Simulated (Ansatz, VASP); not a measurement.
# Cross-check of GaSb between VASP and Ansatz, part 2 of 3

Wanted: the spread between two codes on one cell, functional and k mesh. The structure shown is the end of the Ansatz relaxation below.

VASP 6.6.1 and Ansatz 0.2.0.

So far: Starting point; Ansatz: relaxation, LDA.

**3. VASP: single point, LDA**

Level of this step: LDA; plane waves and PAW (Ga_d, Sb) (VASP).

The same cell, functional (in two slightly different forms), mesh and smearing now go to VASP, with its own data sets.

Lines of VASP's logs that name or quote its potential files are left out, and so is its time.

File INCAR:

```
SYSTEM = GaSb
PREC = Accurate
ENCUT = 500
EDIFF = 1E-06
NELM = 120
ISMEAR = 0
SIGMA = 0.015
LREAL = .FALSE.
ALGO = Normal
GGA = CA
NBANDS = 15
LORBIT = 11
LWAVE = .FALSE.
LCHARG = .FALSE.
ISIF = 2
ISYM = 2
LASPH = .TRUE.
GGA_COMPAT = .FALSE.
EFERMI = MIDGAP
KPAR = 2
```

File POSCAR:

```
GaSb
1.0
   -0.0005418479      3.0443199412      3.0443199412
    3.0443199412     -0.0005418479      3.0443199412
    3.0443199412      3.0443199412     -0.0005418479
Ga Sb
1 1
Direct
    0.0000315759      0.0000315759      0.0000315759
    0.7499684241      0.7499684241      0.7499684241
```

File KPOINTS:

```
Points of the shifted mesh
1728
Reciprocal
 0.0416666667  0.0416666667  0.0416666667 1
 0.0416666667  0.0416666667  0.1250000000 1
 0.0416666667  0.0416666667  0.2083333333 1
 0.0416666667  0.0416666667  0.2916666667 1
 0.0416666667  0.0416666667  0.3750000000 1
 0.0416666667  0.0416666667  0.4583333333 1
 0.0416666667  0.0416666667  0.5416666667 1
 0.0416666667  0.0416666667  0.6250000000 1
 0.0416666667  0.0416666667  0.7083333333 1
 0.0416666667  0.0416666667  0.7916666667 1
 0.0416666667  0.0416666667  0.8750000000 1
 0.0416666667  0.0416666667  0.9583333333 1
 0.0416666667  0.1250000000  0.0416666667 1
 0.0416666667  0.1250000000  0.1250000000 1
 0.0416666667  0.1250000000  0.2083333333 1
 0.0416666667  0.1250000000  0.2916666667 1
 0.0416666667  0.1250000000  0.3750000000 1
 0.0416666667  0.1250000000  0.4583333333 1
 0.0416666667  0.1250000000  0.5416666667 1
 0.0416666667  0.1250000000  0.6250000000 1
 0.0416666667  0.1250000000  0.7083333333 1
 0.0416666667  0.1250000000  0.7916666667 1
 0.0416666667  0.1250000000  0.8750000000 1
 0.0416666667  0.1250000000  0.9583333333 1
 0.0416666667  0.2083333333  0.0416666667 1
 0.0416666667  0.2083333333  0.1250000000 1
 0.0416666667  0.2083333333  0.2083333333 1
 0.0416666667  0.2083333333  0.2916666667 1
 0.0416666667  0.2083333333  0.3750000000 1
 0.0416666667  0.2083333333  0.4583333333 1
 0.0416666667  0.2083333333  0.5416666667 1
 0.0416666667  0.2083333333  0.6250000000 1
 0.0416666667  0.2083333333  0.7083333333 1
 0.0416666667  0.2083333333  0.7916666667 1
 0.0416666667  0.2083333333  0.8750000000 1
 0.0416666667  0.2083333333  0.9583333333 1
 0.0416666667  0.2916666667  0.0416666667 1
 0.0416666667  0.2916666667  0.1250000000 1
 0.0416666667  0.2916666667  0.2083333333 1
 0.0416666667  0.2916666667  0.2916666667 1
 0.0416666667  0.2916666667  0.3750000000 1
 0.0416666667  0.2916666667  0.4583333333 1
 0.0416666667  0.2916666667  0.5416666667 1
 0.0416666667  0.2916666667  0.6250000000 1
 0.0416666667  0.2916666667  0.7083333333 1
 0.0416666667  0.2916666667  0.7916666667 1
 0.0416666667  0.2916666667  0.8750000000 1
 0.0416666667  0.2916666667  0.9583333333 1
 0.0416666667  0.3750000000  0.0416666667 1
 0.0416666667  0.3750000000  0.1250000000 1
 0.0416666667  0.3750000000  0.2083333333 1
 0.0416666667  0.3750000000  0.2916666667 1
 0.0416666667  0.3750000000  0.3750000000 1
 0.0416666667  0.3750000000  0.4583333333 1
 0.0416666667  0.3750000000  0.5416666667 1
 0.0416666667  0.3750000000  0.6250000000 1
 0.0416666667  0.3750000000  0.7083333333 1
 0.0416666667  0.3750000000  0.7916666667 1
 0.0416666667  0.3750000000  0.8750000000 1
 0.0416666667  0.3750000000  0.9583333333 1
 0.0416666667  0.4583333333  0.0416666667 1
 0.0416666667  0.4583333333  0.1250000000 1
 0.0416666667  0.4583333333  0.2083333333 1
 0.0416666667  0.4583333333  0.2916666667 1
 0.0416666667  0.4583333333  0.3750000000 1
 0.0416666667  0.4583333333  0.4583333333 1
 0.0416666667  0.4583333333  0.5416666667 1
 0.0416666667  0.4583333333  0.6250000000 1
 0.0416666667  0.4583333333  0.7083333333 1
 0.0416666667  0.4583333333  0.7916666667 1
 0.0416666667  0.4583333333  0.8750000000 1
 0.0416666667  0.4583333333  0.9583333333 1
 0.0416666667  0.5416666667  0.0416666667 1
 0.0416666667  0.5416666667  0.1250000000 1
 0.0416666667  0.5416666667  0.2083333333 1
 0.0416666667  0.5416666667  0.2916666667 1
 0.0416666667  0.5416666667  0.3750000000 1
 0.0416666667  0.5416666667  0.4583333333 1
 0.0416666667  0.5416666667  0.5416666667 1
 0.0416666667  0.5416666667  0.6250000000 1
 0.0416666667  0.5416666667  0.7083333333 1
 0.0416666667  0.5416666667  0.7916666667 1
 0.0416666667  0.5416666667  0.8750000000 1
 0.0416666667  0.5416666667  0.9583333333 1
 0.0416666667  0.6250000000  0.0416666667 1
 0.0416666667  0.6250000000  0.1250000000 1
 0.0416666667  0.6250000000  0.2083333333 1
 0.0416666667  0.6250000000  0.2916666667 1
 0.0416666667  0.6250000000  0.3750000000 1
 0.0416666667  0.6250000000  0.4583333333 1
 0.0416666667  0.6250000000  0.5416666667 1
 0.0416666667  0.6250000000  0.6250000000 1
 0.0416666667  0.6250000000  0.7083333333 1
 0.0416666667  0.6250000000  0.7916666667 1
 0.0416666667  0.6250000000  0.8750000000 1
 0.0416666667  0.6250000000  0.9583333333 1
 0.0416666667  0.7083333333  0.0416666667 1
 0.0416666667  0.7083333333  0.1250000000 1
 0.0416666667  0.7083333333  0.2083333333 1
 0.0416666667  0.7083333333  0.2916666667 1
 0.0416666667  0.7083333333  0.3750000000 1
 0.0416666667  0.7083333333  0.4583333333 1
 0.0416666667  0.7083333333  0.5416666667 1
 0.0416666667  0.7083333333  0.6250000000 1
 0.0416666667  0.7083333333  0.7083333333 1
 0.0416666667  0.7083333333  0.7916666667 1
 0.0416666667  0.7083333333  0.8750000000 1
 0.0416666667  0.7083333333  0.9583333333 1
 0.0416666667  0.7916666667  0.0416666667 1
 0.0416666667  0.7916666667  0.1250000000 1
 0.0416666667  0.7916666667  0.2083333333 1
 0.0416666667  0.7916666667  0.2916666667 1
[... 1390 lines left out ...]
 0.8750000000  0.4583333333  0.1250000000 1
 0.8750000000  0.4583333333  0.2083333333 1
 0.8750000000  0.4583333333  0.2916666667 1
 0.8750000000  0.4583333333  0.3750000000 1
 0.8750000000  0.4583333333  0.4583333333 1
 0.8750000000  0.4583333333  0.5416666667 1
 0.8750000000  0.4583333333  0.6250000000 1
 0.8750000000  0.4583333333  0.7083333333 1
 0.8750000000  0.4583333333  0.7916666667 1
 0.8750000000  0.4583333333  0.8750000000 1
 0.8750000000  0.4583333333  0.9583333333 1
 0.8750000000  0.5416666667  0.0416666667 1
 0.8750000000  0.5416666667  0.1250000000 1
 0.8750000000  0.5416666667  0.2083333333 1
 0.8750000000  0.5416666667  0.2916666667 1
 0.8750000000  0.5416666667  0.3750000000 1
 0.8750000000  0.5416666667  0.4583333333 1
 0.8750000000  0.5416666667  0.5416666667 1
 0.8750000000  0.5416666667  0.6250000000 1
 0.8750000000  0.5416666667  0.7083333333 1
 0.8750000000  0.5416666667  0.7916666667 1
 0.8750000000  0.5416666667  0.8750000000 1
 0.8750000000  0.5416666667  0.9583333333 1
 0.8750000000  0.6250000000  0.0416666667 1
 0.8750000000  0.6250000000  0.1250000000 1
 0.8750000000  0.6250000000  0.2083333333 1
 0.8750000000  0.6250000000  0.2916666667 1
 0.8750000000  0.6250000000  0.3750000000 1
 0.8750000000  0.6250000000  0.4583333333 1
 0.8750000000  0.6250000000  0.5416666667 1
 0.8750000000  0.6250000000  0.6250000000 1
 0.8750000000  0.6250000000  0.7083333333 1
 0.8750000000  0.6250000000  0.7916666667 1
 0.8750000000  0.6250000000  0.8750000000 1
 0.8750000000  0.6250000000  0.9583333333 1
 0.8750000000  0.7083333333  0.0416666667 1
 0.8750000000  0.7083333333  0.1250000000 1
 0.8750000000  0.7083333333  0.2083333333 1
 0.8750000000  0.7083333333  0.2916666667 1
 0.8750000000  0.7083333333  0.3750000000 1
 0.8750000000  0.7083333333  0.4583333333 1
 0.8750000000  0.7083333333  0.5416666667 1
 0.8750000000  0.7083333333  0.6250000000 1
 0.8750000000  0.7083333333  0.7083333333 1
 0.8750000000  0.7083333333  0.7916666667 1
 0.8750000000  0.7083333333  0.8750000000 1
 0.8750000000  0.7083333333  0.9583333333 1
 0.8750000000  0.7916666667  0.0416666667 1
 0.8750000000  0.7916666667  0.1250000000 1
 0.8750000000  0.7916666667  0.2083333333 1
 0.8750000000  0.7916666667  0.2916666667 1
 0.8750000000  0.7916666667  0.3750000000 1
 0.8750000000  0.7916666667  0.4583333333 1
 0.8750000000  0.7916666667  0.5416666667 1
 0.8750000000  0.7916666667  0.6250000000 1
 0.8750000000  0.7916666667  0.7083333333 1
 0.8750000000  0.7916666667  0.7916666667 1
 0.8750000000  0.7916666667  0.8750000000 1
 0.8750000000  0.7916666667  0.9583333333 1
 0.8750000000  0.8750000000  0.0416666667 1
 0.8750000000  0.8750000000  0.1250000000 1
 0.8750000000  0.8750000000  0.2083333333 1
 0.8750000000  0.8750000000  0.2916666667 1
 0.8750000000  0.8750000000  0.3750000000 1
 0.8750000000  0.8750000000  0.4583333333 1
 0.8750000000  0.8750000000  0.5416666667 1
 0.8750000000  0.8750000000  0.6250000000 1
 0.8750000000  0.8750000000  0.7083333333 1
 0.8750000000  0.8750000000  0.7916666667 1
 0.8750000000  0.8750000000  0.8750000000 1
 0.8750000000  0.8750000000  0.9583333333 1
 0.8750000000  0.9583333333  0.0416666667 1
 0.8750000000  0.9583333333  0.1250000000 1
 0.8750000000  0.9583333333  0.2083333333 1
 0.8750000000  0.9583333333  0.2916666667 1
 0.8750000000  0.9583333333  0.3750000000 1
 0.8750000000  0.9583333333  0.4583333333 1
 0.8750000000  0.9583333333  0.5416666667 1
 0.8750000000  0.9583333333  0.6250000000 1
 0.8750000000  0.9583333333  0.7083333333 1
 0.8750000000  0.9583333333  0.7916666667 1
 0.8750000000  0.9583333333  0.8750000000 1
 0.8750000000  0.9583333333  0.9583333333 1
 0.9583333333  0.0416666667  0.0416666667 1
 0.9583333333  0.0416666667  0.1250000000 1
 0.9583333333  0.0416666667  0.2083333333 1
 0.9583333333  0.0416666667  0.2916666667 1
 0.9583333333  0.0416666667  0.3750000000 1
 0.9583333333  0.0416666667  0.4583333333 1
 0.9583333333  0.0416666667  0.5416666667 1
 0.9583333333  0.0416666667  0.6250000000 1
 0.9583333333  0.0416666667  0.7083333333 1
 0.9583333333  0.0416666667  0.7916666667 1
 0.9583333333  0.0416666667  0.8750000000 1
 0.9583333333  0.0416666667  0.9583333333 1
 0.9583333333  0.1250000000  0.0416666667 1
 0.9583333333  0.1250000000  0.1250000000 1
 0.9583333333  0.1250000000  0.2083333333 1
 0.9583333333  0.1250000000  0.2916666667 1
 0.9583333333  0.1250000000  0.3750000000 1
 0.9583333333  0.1250000000  0.4583333333 1
 0.9583333333  0.1250000000  0.5416666667 1
 0.9583333333  0.1250000000  0.6250000000 1
 0.9583333333  0.1250000000  0.7083333333 1
 0.9583333333  0.1250000000  0.7916666667 1
 0.9583333333  0.1250000000  0.8750000000 1
 0.9583333333  0.1250000000  0.9583333333 1
 0.9583333333  0.2083333333  0.0416666667 1
 0.9583333333  0.2083333333  0.1250000000 1
 0.9583333333  0.2083333333  0.2083333333 1
 0.9583333333  0.2083333333  0.2916666667 1
 0.9583333333  0.2083333333  0.3750000000 1
 0.9583333333  0.2083333333  0.4583333333 1
 0.9583333333  0.2083333333  0.5416666667 1
 0.9583333333  0.2083333333  0.6250000000 1
 0.9583333333  0.2083333333  0.7083333333 1
 0.9583333333  0.2083333333  0.7916666667 1
 0.9583333333  0.2083333333  0.8750000000 1
 0.9583333333  0.2083333333  0.9583333333 1
 0.9583333333  0.2916666667  0.0416666667 1
 0.9583333333  0.2916666667  0.1250000000 1
 0.9583333333  0.2916666667  0.2083333333 1
 0.9583333333  0.2916666667  0.2916666667 1
 0.9583333333  0.2916666667  0.3750000000 1
 0.9583333333  0.2916666667  0.4583333333 1
 0.9583333333  0.2916666667  0.5416666667 1
 0.9583333333  0.2916666667  0.6250000000 1
 0.9583333333  0.2916666667  0.7083333333 1
 0.9583333333  0.2916666667  0.7916666667 1
 0.9583333333  0.2916666667  0.8750000000 1
 0.9583333333  0.2916666667  0.9583333333 1
 0.9583333333  0.3750000000  0.0416666667 1
 0.9583333333  0.3750000000  0.1250000000 1
 0.9583333333  0.3750000000  0.2083333333 1
 0.9583333333  0.3750000000  0.2916666667 1
 0.9583333333  0.3750000000  0.3750000000 1
 0.9583333333  0.3750000000  0.4583333333 1
 0.9583333333  0.3750000000  0.5416666667 1
 0.9583333333  0.3750000000  0.6250000000 1
 0.9583333333  0.3750000000  0.7083333333 1
 0.9583333333  0.3750000000  0.7916666667 1
 0.9583333333  0.3750000000  0.8750000000 1
 0.9583333333  0.3750000000  0.9583333333 1
 0.9583333333  0.4583333333  0.0416666667 1
 0.9583333333  0.4583333333  0.1250000000 1
 0.9583333333  0.4583333333  0.2083333333 1
 0.9583333333  0.4583333333  0.2916666667 1
 0.9583333333  0.4583333333  0.3750000000 1
 0.9583333333  0.4583333333  0.4583333333 1
 0.9583333333  0.4583333333  0.5416666667 1
 0.9583333333  0.4583333333  0.6250000000 1
 0.9583333333  0.4583333333  0.7083333333 1
 0.9583333333  0.4583333333  0.7916666667 1
 0.9583333333  0.4583333333  0.8750000000 1
 0.9583333333  0.4583333333  0.9583333333 1
 0.9583333333  0.5416666667  0.0416666667 1
 0.9583333333  0.5416666667  0.1250000000 1
 0.9583333333  0.5416666667  0.2083333333 1
 0.9583333333  0.5416666667  0.2916666667 1
 0.9583333333  0.5416666667  0.3750000000 1
 0.9583333333  0.5416666667  0.4583333333 1
 0.9583333333  0.5416666667  0.5416666667 1
 0.9583333333  0.5416666667  0.6250000000 1
 0.9583333333  0.5416666667  0.7083333333 1
 0.9583333333  0.5416666667  0.7916666667 1
 0.9583333333  0.5416666667  0.8750000000 1
 0.9583333333  0.5416666667  0.9583333333 1
 0.9583333333  0.6250000000  0.0416666667 1
 0.9583333333  0.6250000000  0.1250000000 1
 0.9583333333  0.6250000000  0.2083333333 1
 0.9583333333  0.6250000000  0.2916666667 1
 0.9583333333  0.6250000000  0.3750000000 1
 0.9583333333  0.6250000000  0.4583333333 1
 0.9583333333  0.6250000000  0.5416666667 1
 0.9583333333  0.6250000000  0.6250000000 1
 0.9583333333  0.6250000000  0.7083333333 1
 0.9583333333  0.6250000000  0.7916666667 1
 0.9583333333  0.6250000000  0.8750000000 1
 0.9583333333  0.6250000000  0.9583333333 1
 0.9583333333  0.7083333333  0.0416666667 1
 0.9583333333  0.7083333333  0.1250000000 1
 0.9583333333  0.7083333333  0.2083333333 1
 0.9583333333  0.7083333333  0.2916666667 1
 0.9583333333  0.7083333333  0.3750000000 1
 0.9583333333  0.7083333333  0.4583333333 1
 0.9583333333  0.7083333333  0.5416666667 1
 0.9583333333  0.7083333333  0.6250000000 1
 0.9583333333  0.7083333333  0.7083333333 1
 0.9583333333  0.7083333333  0.7916666667 1
 0.9583333333  0.7083333333  0.8750000000 1
 0.9583333333  0.7083333333  0.9583333333 1
 0.9583333333  0.7916666667  0.0416666667 1
 0.9583333333  0.7916666667  0.1250000000 1
 0.9583333333  0.7916666667  0.2083333333 1
 0.9583333333  0.7916666667  0.2916666667 1
 0.9583333333  0.7916666667  0.3750000000 1
 0.9583333333  0.7916666667  0.4583333333 1
 0.9583333333  0.7916666667  0.5416666667 1
 0.9583333333  0.7916666667  0.6250000000 1
 0.9583333333  0.7916666667  0.7083333333 1
 0.9583333333  0.7916666667  0.7916666667 1
 0.9583333333  0.7916666667  0.8750000000 1
 0.9583333333  0.7916666667  0.9583333333 1
 0.9583333333  0.8750000000  0.0416666667 1
 0.9583333333  0.8750000000  0.1250000000 1
 0.9583333333  0.8750000000  0.2083333333 1
 0.9583333333  0.8750000000  0.2916666667 1
 0.9583333333  0.8750000000  0.3750000000 1
 0.9583333333  0.8750000000  0.4583333333 1
 0.9583333333  0.8750000000  0.5416666667 1
 0.9583333333  0.8750000000  0.6250000000 1
 0.9583333333  0.8750000000  0.7083333333 1
 0.9583333333  0.8750000000  0.7916666667 1
 0.9583333333  0.8750000000  0.8750000000 1
 0.9583333333  0.8750000000  0.9583333333 1
 0.9583333333  0.9583333333  0.0416666667 1
 0.9583333333  0.9583333333  0.1250000000 1
 0.9583333333  0.9583333333  0.2083333333 1
 0.9583333333  0.9583333333  0.2916666667 1
 0.9583333333  0.9583333333  0.3750000000 1
 0.9583333333  0.9583333333  0.4583333333 1
 0.9583333333  0.9583333333  0.5416666667 1
 0.9583333333  0.9583333333  0.6250000000 1
 0.9583333333  0.9583333333  0.7083333333 1
 0.9583333333  0.9583333333  0.7916666667 1
 0.9583333333  0.9583333333  0.8750000000 1
 0.9583333333  0.9583333333  0.9583333333 1
```

Potentials, in the order of the species: Ga_d and Sb (LDA family, release 64).

Started as:

```console
$ mpirun -np 2 vasp_std
```

The log of the run:

```text
[banner, memory and clock lines left out]
running    2 mpi-ranks, on    1 nodes
 distrk:  each k-point on    1 cores,    2 groups
 distr:  one band on    1 cores,    1 groups

 POSCAR found type information on POSCAR GaSb
 POSCAR found :  2 types and       2 ions
 LDA part: xc-table for (Slater(with rela. corr.)+CA(PZ))
 , standard interpolation
 POSCAR, INCAR and KPOINTS ok, starting setup
 FFT: planning ... GRIDC
 FFT: planning ... GRID_SOFT
 FFT: planning ... GRID
 WAVECAR not read
 entering main loop
       N       E                     dE             d eps       ncg     rms          rms(c)
DAV:   1     0.811153595375E+02    0.81115E+02   -0.85128E+03 52389   0.145E+03
DAV:   2    -0.242760945469E+01   -0.83543E+02   -0.80743E+02 60499   0.302E+02
DAV:   3    -0.867984544638E+01   -0.62522E+01   -0.62316E+01 62011   0.682E+01
DAV:   4    -0.879272690798E+01   -0.11288E+00   -0.11286E+00 64146   0.103E+01
DAV:   5    -0.879546146992E+01   -0.27346E-02   -0.27345E-02 66756   0.141E+00    0.334E+00
DAV:   6    -0.870782367996E+01    0.87638E-01   -0.74655E-02 76530   0.442E+00    0.194E+00
DAV:   7    -0.867252149382E+01    0.35302E-01   -0.50513E-02 59645   0.181E+00    0.292E-01
DAV:   8    -0.867223078214E+01    0.29071E-03   -0.46766E-03 65782   0.844E-01    0.942E-02
DAV:   9    -0.867231103297E+01   -0.80251E-04   -0.33866E-04 61386   0.165E-01    0.386E-02
DAV:  10    -0.867230430271E+01    0.67303E-05   -0.16960E-05 67441   0.368E-02    0.136E-02
DAV:  11    -0.867230655532E+01   -0.22526E-05   -0.43795E-06 59526   0.197E-02    0.502E-03
DAV:  12    -0.867230652695E+01    0.28370E-07   -0.20375E-07 38527   0.362E-03
   1 F= -.86723065E+01 E0= -.86723065E+01  d E =-.575964E-71
```

(Part 2 of 3 ends here.)

[Lines on the potential files, build, host, timing and source positions are cut from VASP's logs without a mark.]

[Logs are printed without paths, hosts, clocks, repeated set-up lines and the standing remarks that a program may print on its own settings, such as how far it seeks lower states.]

[Hosts, paths, dates, database ids (printed as entryN), source tags and the programs' standing remarks are cut or masked in the printed files.]
